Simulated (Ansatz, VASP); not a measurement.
One calculation of AlSn, two programs

```
CELL_PARAMETERS angstrom
4.23870 0.00000 0.00000
-2.11935 3.67083 0.00000
0.00000 0.00000 3.24884
ATOMIC_POSITIONS crystal
Al 0.00000 0.00000 0.00000
Sn 0.33333 0.66667 0.50000
```

Alike in both runs: functional PBE; k mesh 9 × 9 × 10; occupations fermi-dirac, width 0.05 eV; no spin polarisation.

Ansatz relaxed the structure, and its values are those at the end. VASP's run is a single point on that final structure, the one shown.

|  | VASP | Ansatz |
| --- | --- | --- |
| version | VASP 6.6.1 | Ansatz 0.2.0 |
| potentials or method | VASP PAW PBE potentials, release 64 (Al, Sn_d) | PAW with Ansatz's default frozen-core files, scalar-relativistic |
| plane-wave cutoff (eV) | 520 | 420 |
| valence electrons in the cell | 17 | 17 |

|  | VASP | Ansatz | Ansatz less VASP |
| --- | --- | --- | --- |
| pressure (GPa) | -0.1 | 0.0 | +0.05 |

Ansatz warned: «gradients_without_spin_orbit».
